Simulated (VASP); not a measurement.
Here is a VASP 6.6.1 calculation.

Contents of POSCAR:

```
CsSi2
1.0
    6.3715700000      0.0000000000      0.0000000000
   -3.1857800000      5.5179400000      0.0000000000
    0.0000000000      0.0000000000      4.4786600000
Cs Si
1 2
Direct
    0.0000000000      0.0000000000      0.0000000000
    0.6666700000      0.3333300000      0.2503900000
    0.6666700000      0.3333300000      0.7496100000
```

Contents of INCAR.step1:

```
PREC = Accurate
ENCUT = 520
EDIFF = 1E-5
ISMEAR = -1
SIGMA = 0.05
LREAL = False
LASPH = True
NELM = 100
ALGO = Normal
ISIF = 2
LWAVE = True
GGA = PE
```

File INCAR.step2:

```
PREC = Accurate
ENCUT = 520
EDIFF = 1E-7
ISMEAR = -1
SIGMA = 0.05
LREAL = False
LASPH = True
NELM = 100
ALGO = Normal
ISIF = 2
LWAVE = False
LCHARG = False
GGA = PE
LHFCALC = True
HFSCREEN = 0.2
AEXX = 0.3
PRECFOCK = Fast
ISTART = 1
```

The input KPOINTS:

```
Automatic mesh
0
Gamma
  3 3 3
```

Potentials or basis: VASP PAW PBE potentials, release 64 (Cs_sv, Si).

Run with:

```sh
$ cat potpaw_PBE.64/Cs_sv/POTCAR potpaw_PBE.64/Si/POTCAR > POTCAR
$ cp INCAR.step1 INCAR
$ mpirun -np 1 vasp_std > vasp.out
$ cp INCAR.step2 INCAR
$ mpirun -np 1 vasp_std > vasp.out
```

**Question.** Predict the largest force.

**Answer.** 0.033 eV/Å.

**Question.** Estimate the pressure.

**Answer.** 0.0 GPa.

**Question.** What does it give for the band gap on the k mesh?

**Answer.** None (metal or under the smearing width).

Forces on the atoms (eV/Å):
```
Cs   0.000  0.000  0.000
Si   0.000  0.000 -0.033
Si   0.000  0.000  0.033
```

Caveat: the k mesh is coarse (spacing up to 0.47 Å⁻¹), so the values aren't converged, least of all with exact exchange; the PAW data sets were made with another functional, which shifts forces and pressure a little. The run has no spin-orbit coupling, so splittings on Cs are missing.
